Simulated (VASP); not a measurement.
# Quasi-harmonic expansion of Cu (Copper) (Fm-3m), part 5 of 6

Wanted: volume, bulk modulus and heat capacity of Cu (Copper) against temperature. The start is a cell from a database of measured crystal structures.

VASP 6.6.1; PBEsol; plane waves and PAW (Cu).

So far. Step 10 (Static energy at fixed volume, volume scale 0.98): Little changed from the start: no atom moved by 0.005 Å and no cell edge by 0.1 %.

**11. Force constants in the supercell, volume scale 0.98**

System of this step: Cu (Copper). The cell holds 64 atoms: 64 Cu. Its edges and angles: a = 10.013 Å, b = 10.013 Å, c = 10.013 Å, α = 60.0°, β = 60.0°, γ = 60.0°. It derives from Cu (Copper), repeated 4×4×4.

INCAR reads:

```
SYSTEM = Cu
PREC = Accurate
ENCUT = 400
EDIFF = 1E-07
NELM = 100
ISMEAR = 1
SIGMA = 0.15
LREAL = Auto
ALGO = Normal
GGA = PS
LASPH = .TRUE.
LWAVE = .FALSE.
LCHARG = .FALSE.
KPAR = 16
IBRION = 6
NSW = 1
NFREE = 2
POTIM = 0.015
ISIF = 0
ADDGRID = .TRUE.
```

POSCAR reads:

```
Cu
1.0
    0.0000000000      7.0802102136      7.0802102136
    7.0802102136      0.0000000000      7.0802102136
    7.0802102136      7.0802102136      0.0000000000
Cu
64
Direct
    0.0000000000      0.0000000000      0.0000000000
    0.0000000000      0.0000000000      0.2500000000
    0.0000000000      0.0000000000      0.5000000000
    0.0000000000      0.0000000000      0.7500000000
    0.0000000000      0.2500000000      0.0000000000
    0.0000000000      0.2500000000      0.2500000000
    0.0000000000      0.2500000000      0.5000000000
    0.0000000000      0.2500000000      0.7500000000
    0.0000000000      0.5000000000      0.0000000000
    0.0000000000      0.5000000000      0.2500000000
    0.0000000000      0.5000000000      0.5000000000
    0.0000000000      0.5000000000      0.7500000000
    0.0000000000      0.7500000000      0.0000000000
    0.0000000000      0.7500000000      0.2500000000
    0.0000000000      0.7500000000      0.5000000000
    0.0000000000      0.7500000000      0.7500000000
    0.2500000000      0.0000000000      0.0000000000
    0.2500000000      0.0000000000      0.2500000000
    0.2500000000      0.0000000000      0.5000000000
    0.2500000000      0.0000000000      0.7500000000
    0.2500000000      0.2500000000      0.0000000000
    0.2500000000      0.2500000000      0.2500000000
    0.2500000000      0.2500000000      0.5000000000
    0.2500000000      0.2500000000      0.7500000000
    0.2500000000      0.5000000000      0.0000000000
    0.2500000000      0.5000000000      0.2500000000
    0.2500000000      0.5000000000      0.5000000000
    0.2500000000      0.5000000000      0.7500000000
    0.2500000000      0.7500000000      0.0000000000
    0.2500000000      0.7500000000      0.2500000000
    0.2500000000      0.7500000000      0.5000000000
    0.2500000000      0.7500000000      0.7500000000
    0.5000000000      0.0000000000      0.0000000000
    0.5000000000      0.0000000000      0.2500000000
    0.5000000000      0.0000000000      0.5000000000
    0.5000000000      0.0000000000      0.7500000000
    0.5000000000      0.2500000000      0.0000000000
    0.5000000000      0.2500000000      0.2500000000
    0.5000000000      0.2500000000      0.5000000000
    0.5000000000      0.2500000000      0.7500000000
    0.5000000000      0.5000000000      0.0000000000
    0.5000000000      0.5000000000      0.2500000000
    0.5000000000      0.5000000000      0.5000000000
    0.5000000000      0.5000000000      0.7500000000
    0.5000000000      0.7500000000      0.0000000000
    0.5000000000      0.7500000000      0.2500000000
    0.5000000000      0.7500000000      0.5000000000
    0.5000000000      0.7500000000      0.7500000000
    0.7500000000      0.0000000000      0.0000000000
    0.7500000000      0.0000000000      0.2500000000
    0.7500000000      0.0000000000      0.5000000000
    0.7500000000      0.0000000000      0.7500000000
    0.7500000000      0.2500000000      0.0000000000
    0.7500000000      0.2500000000      0.2500000000
    0.7500000000      0.2500000000      0.5000000000
    0.7500000000      0.2500000000      0.7500000000
    0.7500000000      0.5000000000      0.0000000000
    0.7500000000      0.5000000000      0.2500000000
    0.7500000000      0.5000000000      0.5000000000
    0.7500000000      0.5000000000      0.7500000000
    0.7500000000      0.7500000000      0.0000000000
    0.7500000000      0.7500000000      0.2500000000
    0.7500000000      0.7500000000      0.5000000000
    0.7500000000      0.7500000000      0.7500000000
```

KPOINTS reads:

```
Automatic mesh
0
Gamma
4 4 4
0 0 0
```

PAW data sets: Cu (PBE family, release 64).

Run with:

```sh
mpirun -np 16 vasp_std
```

Output:

```text
[... set-up lines as in an earlier step ...]
 entering main loop
       N       E                     dE             d eps       ncg     rms          rms(c)
DAV:   1     0.751297641628E+04    0.75130E+04   -0.22349E+05  6752   0.251E+03
DAV:   2     0.121352396731E+04   -0.62995E+04   -0.60866E+04  6752   0.600E+02
DAV:   3    -0.205727753897E+03   -0.14193E+04   -0.13244E+04  6752   0.292E+02
DAV:   4    -0.342294782767E+03   -0.13657E+03   -0.12672E+03  7080   0.120E+02
[...]
DAV:  14    -0.275576842187E+03    0.61597E-06   -0.27924E-07  5168   0.144E-03    0.663E-04
DAV:  15    -0.275576842035E+03    0.15293E-06   -0.27536E-08  3640   0.753E-04    0.725E-05
DAV:  16    -0.275576841958E+03    0.76339E-07   -0.90520E-09  3640   0.223E-04
   1 F= -.27557684E+03 E0= -.27557782E+03  d E =0.293411E-02
 Found     1 degrees of freedom:
 Finite differences POTIM= 0.01500 DOF=   1
[...]
N       E                     dE             d eps       ncg     rms          rms(c)
DAV:   1    -0.275573893090E+03    0.29489E-02   -0.12722E+00 11250   0.180E+00    0.751E-02
[...]
DAV:   9    -0.275575895815E+03    0.75030E-07   -0.10999E-06 12970   0.881E-03    0.123E-03
DAV:  10    -0.275575895771E+03    0.43219E-07   -0.14031E-07  6426   0.459E-03
   2 F= -.27557590E+03 E0= -.27557687E+03  d E =0.293662E-02
 Finite differences progress:
  Degree of freedom:   1/  1
  Displacement:        1/  2
  Total:               1/  2
[...]
N       E                     dE             d eps       ncg     rms          rms(c)
DAV:   1    -0.275568645524E+03    0.72503E-02   -0.44342E+00 11228   0.331E+00    0.156E-01
DAV:   2    -0.275576505106E+03   -0.78596E-02   -0.83017E-02 16640   0.102E+00    0.199E-01
DAV:   3    -0.275576346660E+03    0.15845E-03   -0.33488E-03 11690   0.541E-01    0.132E-01
DAV:   4    -0.275576143733E+03    0.20293E-03   -0.57165E-04 12936   0.166E-01    0.102E-01
[...]
DAV:   8    -0.275575896308E+03    0.42665E-06   -0.10522E-05 11760   0.303E-02    0.598E-03
DAV:   9    -0.275575895875E+03    0.43362E-06   -0.42247E-06 18448   0.152E-02    0.208E-03
DAV:  10    -0.275575895775E+03    0.99069E-07   -0.49440E-07 11530   0.793E-03
   3 F= -.27557590E+03 E0= -.27557687E+03  d E =0.293653E-02
 Finite differences progress:
  Degree of freedom:   1/  1
  Displacement:        2/  2
  Total:               2/  2
```

Elapsed: 20 min, on 16 MPI ranks of AMD EPYC 9R45, shared host; peak memory 50 GiB; 5.3 h of CPU time.

Parts of OUTCAR (step 11):

```text
 POSITION                                       TOTAL-FORCE (eV/Angst)
 -----------------------------------------------------------------------------------
     -0.01500      0.00000      0.00000         0.125327      0.000000     -0.000000
      1.77005      1.77005      0.00000        -0.015518     -0.017410     -0.000000
      3.54011      3.54011      0.00000        -0.000145     -0.000383     -0.000000
      5.31016      5.31016      0.00000        -0.016239     -0.018431     -0.000000
      1.77005      0.00000      1.77005        -0.015518      0.000000     -0.017410
      3.54011      1.77005      1.77005        -0.000583     -0.000283     -0.000283
      5.31016      3.54011      1.77005        -0.000157     -0.000285      0.000156
      7.08021      5.31016      1.77005         0.002080      0.000048     -0.000048
      3.54011      0.00000      3.54011        -0.000145      0.000000     -0.000383
      5.31016      1.77005      3.54011        -0.000157      0.000156     -0.000285
      7.08021      3.54011      3.54011         0.000135      0.000000     -0.000000
      8.85026      5.31016      3.54011        -0.000190      0.000193     -0.000260
      5.31016      0.00000      5.31016        -0.016239      0.000000     -0.018431
      7.08021      1.77005      5.31016         0.002080     -0.000048      0.000048
[...]
-----------------------------------------------------------------------------------
    total drift:                               -0.000094      0.000001      0.000001

  FREE ENERGIE OF THE ION-ELECTRON SYSTEM (eV)
  ---------------------------------------------------
  free  energy   TOTEN  =      -275.5758957755 eV

  energy  without entropy=     -275.5788323064  energy(sigma->0) =     -275.57687462

[... 1 part as in an earlier step ...]

[... 2 further parts left out ...]
[key lines of the parts left out:]
E-fermi :   8.1657
```

Vibrational free energy against temperature:

```tsv
temperature (K)	vibrational free energy (meV/atom)
0	33.7
40	33.6
80	32.3
120	28.8
160	22.9
200	14.9
240	5.15
280	-6.15
360	-32.7
400	-47.7
440	-63.7
480	-80.6
520	-98.4
560	-117
600	-136
640	-156
680	-177
720	-198
760	-219
800	-242
840	-265
880	-288
960	-336
1000	-360
1040	-385
1080	-411
1120	-437
1160	-463
1200	-489
1240	-516
```

**12. Static energy at fixed volume, volume scale 1.06**

System of this step: Cu (Copper). The structure is cubic, space group Fm-3m (No. 225). The conventional cell has a = 3.634 Å, b = 3.634 Å, c = 3.634 Å, α = 90.00°, β = 90.00°, γ = 90.00°. Nearest to Cu lie 12 Cu at 2.57 Å.

INCAR reads:

```
SYSTEM = Cu
PREC = Accurate
ENCUT = 400
EDIFF = 1E-08
NELM = 100
ISMEAR = 1
SIGMA = 0.15
LREAL = .FALSE.
ALGO = Normal
GGA = PS
NBANDS = 11
LASPH = .TRUE.
LORBIT = 11
LWAVE = .FALSE.
LCHARG = .FALSE.
KPAR = 16
IBRION = 2
NSW = 30
ISIF = 4
EDIFFG = -0.002
```

POSCAR reads:

```
Cu
1.0
    0.0000000000      1.8169630300      1.8169630300
    1.8169630300      0.0000000000      1.8169630300
    1.8169630300      1.8169630300      0.0000000000
Cu
1
Direct
    0.0000000000      0.0000000000      0.0000000000
```

KPOINTS reads:

```
Automatic mesh
0
Gamma
16 16 16
0 0 0
```

Run with:

```sh
mpirun -np 16 vasp_std
```

Output:

```text
[... set-up lines as in an earlier step ...]
 entering main loop
       N       E                     dE             d eps       ncg     rms          rms(c)
DAV:   1     0.359343244652E+02    0.35934E+02   -0.46428E+03  3481   0.137E+03
DAV:   2    -0.449956103626E+01   -0.40434E+02   -0.37397E+02  3262   0.182E+02
DAV:   3    -0.535928398596E+01   -0.85972E+00   -0.85553E+00  3624   0.341E+01
DAV:   4    -0.536473136311E+01   -0.54474E-02   -0.54465E-02  3572   0.234E+00
[...]
DAV:  12    -0.429341624639E+01    0.35607E-07   -0.29361E-08  2542   0.318E-03    0.818E-05
DAV:  13    -0.429341626892E+01   -0.22527E-07   -0.15192E-09  2051   0.463E-04    0.974E-06
DAV:  14    -0.429341627012E+01   -0.11994E-08   -0.19780E-10  1811   0.184E-04
   1 F= -.42934163E+01 E0= -.42933985E+01  d E =-.429342E+01
[...]
reached required accuracy - stopping structural energy minimisation
```

Elapsed: 1.8 s, on 16 MPI ranks; peak memory 1.6 GiB.

OUTCAR, selected parts (step 12):

```text
  Total       -0.6385181     -0.6385181     -0.6385181      0.0000000     -0.0000000      0.0000000
  in kB      -85.2737869    -85.2737869    -85.2737869      0.0000000     -0.0000000      0.0000000
  external PRESSURE =     -85.2737869 kB  Pullay stress =       0.0000000 kB

  FREE ENERGIE OF THE ION-ELECTRON SYSTEM (eV)
  ---------------------------------------------------
  free  energy   TOTEN  =        -4.2934162701 eV

  energy  without entropy=       -4.2933629037  energy(sigma->0) =       -4.29339848

[... 3 parts as in an earlier step ...]

[... 2 further parts left out ...]
[key lines of the parts left out:]
E-fermi :   7.1505
```

**13. Force constants in the supercell, volume scale 1.06**

System of this step: Cu (Copper). The cell holds 64 atoms: 64 Cu. Cell: a = 10.278 Å, b = 10.278 Å, c = 10.278 Å, α = 60.0°, β = 60.0°, γ = 60.0°. It derives from Cu (Copper), repeated 4×4×4.

INCAR reads:

```
SYSTEM = Cu
PREC = Accurate
ENCUT = 400
EDIFF = 1E-07
NELM = 100
ISMEAR = 1
SIGMA = 0.15
LREAL = Auto
ALGO = Normal
GGA = PS
LASPH = .TRUE.
LWAVE = .FALSE.
LCHARG = .FALSE.
KPAR = 16
IBRION = 6
NSW = 1
NFREE = 2
POTIM = 0.015
ISIF = 0
ADDGRID = .TRUE.
```

POSCAR reads:

```
Cu
1.0
    0.0000000000      7.2678521200      7.2678521200
    7.2678521200      0.0000000000      7.2678521200
    7.2678521200      7.2678521200      0.0000000000
Cu
64
Direct
    0.0000000000      0.0000000000      0.0000000000
    0.0000000000      0.0000000000      0.2500000000
    0.0000000000      0.0000000000      0.5000000000
    0.0000000000      0.0000000000      0.7500000000
    0.0000000000      0.2500000000      0.0000000000
    0.0000000000      0.2500000000      0.2500000000
    0.0000000000      0.2500000000      0.5000000000
    0.0000000000      0.2500000000      0.7500000000
    0.0000000000      0.5000000000      0.0000000000
    0.0000000000      0.5000000000      0.2500000000
    0.0000000000      0.5000000000      0.5000000000
    0.0000000000      0.5000000000      0.7500000000
    0.0000000000      0.7500000000      0.0000000000
    0.0000000000      0.7500000000      0.2500000000
    0.0000000000      0.7500000000      0.5000000000
    0.0000000000      0.7500000000      0.7500000000
    0.2500000000      0.0000000000      0.0000000000
    0.2500000000      0.0000000000      0.2500000000
    0.2500000000      0.0000000000      0.5000000000
    0.2500000000      0.0000000000      0.7500000000
    0.2500000000      0.2500000000      0.0000000000
    0.2500000000      0.2500000000      0.2500000000
    0.2500000000      0.2500000000      0.5000000000
    0.2500000000      0.2500000000      0.7500000000
    0.2500000000      0.5000000000      0.0000000000
    0.2500000000      0.5000000000      0.2500000000
    0.2500000000      0.5000000000      0.5000000000
    0.2500000000      0.5000000000      0.7500000000
    0.2500000000      0.7500000000      0.0000000000
    0.2500000000      0.7500000000      0.2500000000
    0.2500000000      0.7500000000      0.5000000000
    0.2500000000      0.7500000000      0.7500000000
    0.5000000000      0.0000000000      0.0000000000
    0.5000000000      0.0000000000      0.2500000000
    0.5000000000      0.0000000000      0.5000000000
    0.5000000000      0.0000000000      0.7500000000
    0.5000000000      0.2500000000      0.0000000000
    0.5000000000      0.2500000000      0.2500000000
    0.5000000000      0.2500000000      0.5000000000
    0.5000000000      0.2500000000      0.7500000000
    0.5000000000      0.5000000000      0.0000000000
    0.5000000000      0.5000000000      0.2500000000
    0.5000000000      0.5000000000      0.5000000000
    0.5000000000      0.5000000000      0.7500000000
    0.5000000000      0.7500000000      0.0000000000
    0.5000000000      0.7500000000      0.2500000000
    0.5000000000      0.7500000000      0.5000000000
    0.5000000000      0.7500000000      0.7500000000
    0.7500000000      0.0000000000      0.0000000000
    0.7500000000      0.0000000000      0.2500000000
    0.7500000000      0.0000000000      0.5000000000
    0.7500000000      0.0000000000      0.7500000000
    0.7500000000      0.2500000000      0.0000000000
    0.7500000000      0.2500000000      0.2500000000
    0.7500000000      0.2500000000      0.5000000000
    0.7500000000      0.2500000000      0.7500000000
    0.7500000000      0.5000000000      0.0000000000
    0.7500000000      0.5000000000      0.2500000000
    0.7500000000      0.5000000000      0.5000000000
    0.7500000000      0.5000000000      0.7500000000
    0.7500000000      0.7500000000      0.0000000000
    0.7500000000      0.7500000000      0.2500000000
    0.7500000000      0.7500000000      0.5000000000
    0.7500000000      0.7500000000      0.7500000000
```

KPOINTS reads:

```
Automatic mesh
0
Gamma
4 4 4
0 0 0
```

Run with:

```sh
mpirun -np 16 vasp_std
```

Output:

```text
[... set-up lines as in an earlier step ...]
 entering main loop
       N       E                     dE             d eps       ncg     rms          rms(c)
DAV:   1     0.739717857298E+04    0.73972E+04   -0.22632E+05  6752   0.245E+03
DAV:   2     0.115695771248E+04   -0.62402E+04   -0.60396E+04  6752   0.588E+02
DAV:   3    -0.212964389310E+03   -0.13699E+04   -0.12745E+04  6752   0.285E+02
DAV:   4    -0.339936519178E+03   -0.12697E+03   -0.11734E+03  7088   0.116E+02
[...]
DAV:  15    -0.274815276714E+03    0.18334E-06   -0.54436E-08  3712   0.117E-03    0.349E-04
DAV:  16    -0.274815276565E+03    0.14863E-06   -0.17219E-08  3664   0.332E-04    0.272E-05
DAV:  17    -0.274815276562E+03    0.26776E-08   -0.49998E-09  3640   0.280E-04
   1 F= -.27481528E+03 E0= -.27481414E+03  d E =-.341862E-02
 Found     1 degrees of freedom:
 Finite differences POTIM= 0.01500 DOF=   1
[...]
N       E                     dE             d eps       ncg     rms          rms(c)
DAV:   1    -0.274812728730E+03    0.25478E-02   -0.12741E+00 11222   0.180E+00    0.699E-02
[...]
DAV:   9    -0.274814609262E+03    0.10275E-06   -0.97659E-07 14696   0.776E-03    0.117E-03
DAV:  10    -0.274814609217E+03    0.44471E-07   -0.10777E-07  6514   0.390E-03
   2 F= -.27481461E+03 E0= -.27481347E+03  d E =-.341985E-02
 Finite differences progress:
  Degree of freedom:   1/  1
  Displacement:        1/  2
  Total:               1/  2
[...]
N       E                     dE             d eps       ncg     rms          rms(c)
DAV:   1    -0.274807566007E+03    0.70433E-02   -0.44392E+00 11208   0.330E+00    0.146E-01
DAV:   2    -0.274815196927E+03   -0.76309E-02   -0.80006E-02 16696   0.102E+00    0.199E-01
DAV:   3    -0.274815000442E+03    0.19648E-03   -0.32515E-03 11658   0.542E-01    0.124E-01
DAV:   4    -0.274814858687E+03    0.14176E-03   -0.57000E-04 11896   0.141E-01    0.101E-01
[...]
DAV:   8    -0.274814610032E+03    0.79382E-06   -0.85461E-06 11872   0.277E-02    0.720E-03
DAV:   9    -0.274814609311E+03    0.72145E-06   -0.48360E-06 18840   0.168E-02    0.227E-03
DAV:  10    -0.274814609220E+03    0.91066E-07   -0.59824E-07 11680   0.778E-03
   3 F= -.27481461E+03 E0= -.27481347E+03  d E =-.341986E-02
 Finite differences progress:
  Degree of freedom:   1/  1
  Displacement:        2/  2
  Total:               2/  2
```

Run time: 19 min. Hardware: 16 MPI ranks; peak memory 53 GiB.

OUTCAR, selected parts (step 13):

```text
 POSITION                                       TOTAL-FORCE (eV/Angst)
 -----------------------------------------------------------------------------------
     -0.01500      0.00000      0.00000         0.088942      0.000000     -0.000000
      1.81696      1.81696      0.00000        -0.010577     -0.011507     -0.000000
      3.63393      3.63393      0.00000        -0.000010     -0.000113     -0.000000
      5.45089      5.45089      0.00000        -0.011131     -0.012257     -0.000000
      1.81696      0.00000      1.81696        -0.010577      0.000000     -0.011507
      3.63393      1.81696      1.81696        -0.000537     -0.000296     -0.000296
      5.45089      3.63393      1.81696        -0.000189     -0.000311      0.000161
      7.26785      5.45089      1.81696         0.001033      0.000028     -0.000028
      3.63393      0.00000      3.63393        -0.000010      0.000000     -0.000113
      5.45089      1.81696      3.63393        -0.000189      0.000161     -0.000311
      7.26785      3.63393      3.63393         0.000008      0.000000     -0.000000
      9.08482      5.45089      3.63393        -0.000200      0.000176     -0.000279
      5.45089      0.00000      5.45089        -0.011131      0.000000     -0.012257
      7.26785      1.81696      5.45089         0.001033     -0.000028      0.000028
[...]
-----------------------------------------------------------------------------------
    total drift:                               -0.000006     -0.000000     -0.000000

  FREE ENERGIE OF THE ION-ELECTRON SYSTEM (eV)
  ---------------------------------------------------
  free  energy   TOTEN  =      -274.8146092199 eV

  energy  without entropy=     -274.8111893620  energy(sigma->0) =     -274.81346927

[... 1 part as in an earlier step ...]

[... 2 further parts left out ...]
[key lines of the parts left out:]
E-fermi :   7.1504
```

(Continued in part 6 of 6.)

[Lines on the potential files, build, host, timing and source positions are cut from VASP's logs without a mark.]

[Logs are printed without paths, hosts, clocks, repeated set-up lines and the standing remarks that a program may print on its own settings, such as how far it seeks lower states.]

[Hosts, paths, dates, database ids (printed as entryN), source tags and the programs' standing remarks are cut or masked in the printed files.]

[In band tables of VASP the shares of atoms and orbitals are scaled to a sum of 1 inside the atoms' spheres.]
